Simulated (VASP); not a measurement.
Consider the following.

```
CELL_PARAMETERS angstrom
      4.86446     0.00000     0.00000
      0.00000     4.86446     0.00000
      0.00000     0.00000     4.86446
ATOMIC_POSITIONS crystal
  Si 0.50000 0.50000 0.50000
  Si 0.00000 0.00000 0.00000
  Mo 0.25000 0.00000 0.50000
  Mo 0.50000 0.25000 0.00000
  Mo 0.50000 0.75000 0.00000
  Mo 0.75000 0.00000 0.50000
  Mo 0.00000 0.50000 0.75000
  Mo 0.00000 0.50000 0.25000
```

The numbers are results of PBEsol GGA, VASP's PBE PAW potentials (set 64) (plane waves; VASP), not measurements. Numerical set-up: 500 eV cut-off, 6×6×6 Γ-centred mesh, first-order Methfessel-Paxton smearing of 0.10 eV, potentials Si Mo_sv.

Task: The ions, cell shape and volume at an external pressure of 5.0 GPa are relaxed. Predict the relaxed structure.

Result: 
```
CELL_PARAMETERS angstrom
      4.83593     0.00000     0.00000
      0.00000     4.83593     0.00000
      0.00000     0.00000     4.83593
ATOMIC_POSITIONS crystal
  Si 0.50000 0.50000 0.50000
  Si 0.00000 0.00000 0.00000
  Mo 0.25000 0.00000 0.50000
  Mo 0.50000 0.25000 0.00000
  Mo 0.50000 0.75000 0.00000
  Mo 0.75000 0.00000 0.50000
  Mo 0.00000 0.50000 0.75000
  Mo 0.00000 0.50000 0.25000
```
Space group Pm-3n (223), at a tolerance of 0.03 Å.

Task: How do energy and volume change from the first to the last step?

Result: The energy (σ→0) changes by +3.7 meV/atom and the volume by -1.7 %, in 3 ionic steps.

The compound is Mo3Si in the A15 structure. This run relaxes it under an external pressure of 5 GPa. Symmetry was kept, so distortions that lower it aren't found.
